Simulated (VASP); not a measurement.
VASP runs on ScTe (a trial cell in the CsCl structure, space group Pm-3m) share one base input (PBE GGA, plane waves, VASP's PBE PAW potentials (set 64)) and change the settings named in each case.

INCAR:
```
! general
SYSTEM  = ScTe
PREC    = Accurate
ENCUT   = 400   ! plane-wave cut-off (eV)
LREAL   = .False.   ! projection in real space or not
LASPH   = .True.   ! aspherical one-centre terms

! electronic loop
EDIFF   = 1E-6   ! SCF stop (eV)
NELM    = 100   ! most electronic steps
ALGO    = Normal   ! blocked Davidson
LMAXMIX = 4

! smearing
ISMEAR  = 0   ! Gaussian
SIGMA   = 0.05   ! width (eV)

! functional
GGA     = PE

! ions
ISIF    = 2   ! forces and stress, cell fixed

! output
LWAVE   = .False.
LCHARG  = .False.
```

**KPOINTS**
```
Regular mesh
0
Gamma
 7 7 7
```

**POSCAR**
```
ScTe
3.5615450
  1.0000000000   0.0000000000   0.0000000000
  0.0000000000   1.0000000000   0.0000000000
  0.0000000000   0.0000000000   1.0000000000
Sc Te
1 1
direct
  0.0000000000   0.0000000000   0.0000000000
  0.5000000000   0.5000000000   0.5000000000
```

POTCAR, in this order: Sc_sv Te (PBE.64 set). Program: vasp_std.

```json
[
 {"change": "base run", "E(σ→0) (eV/atom)": "-5.5816", "pressure (GPa)": "4.14", "−TS (eV)": "-0.0055"},
 {"change": "IVDW = 12", "E(σ→0) (eV/atom)": "-6.1079", "pressure (GPa)": "0.33", "−TS (eV)": "-0.0055"},
 {"change": "GGA = RE", "E(σ→0) (eV/atom)": "-5.2570", "pressure (GPa)": "5.77", "−TS (eV)": "-0.0056"},
 {"change": "IVDW = 11", "E(σ→0) (eV/atom)": "-5.8778", "pressure (GPa)": "[?]", "−TS (eV)": "-0.0055"},
 {"change": "AGGAC = 0.0, GGA = BO, LUSE_VDW = .TRUE., PARAM1 = 0.1833333333, PARAM2 = 0.22", "E(σ→0) (eV/atom)": "-3.2634", "pressure (GPa)": "4.18", "−TS (eV)": "-0.0057"}
]
```

**Question.** Fill in the missing entries.

**Answer.** 
- IVDW = 11, pressure (GPa): 1.54

Energies of different potentials or functionals have different zeros. Unless said otherwise, spin-orbit coupling is left out, though it shifts the bands of the heavy elements here.

Left out are runs that ran out of time, are held back, or changed the cell or the kind of run, fixed moments of cells without a moment, rows past the twelfth, gaps on odd meshes, pressures of charged cells and columns that move by less than the noise.

The structure was generated: ScTe was put into the CsCl type (Pm-3m), which need not be its known phase. The cell was not relaxed at this level. The electron count is odd and the run is not spin-polarised, which forces a metal.
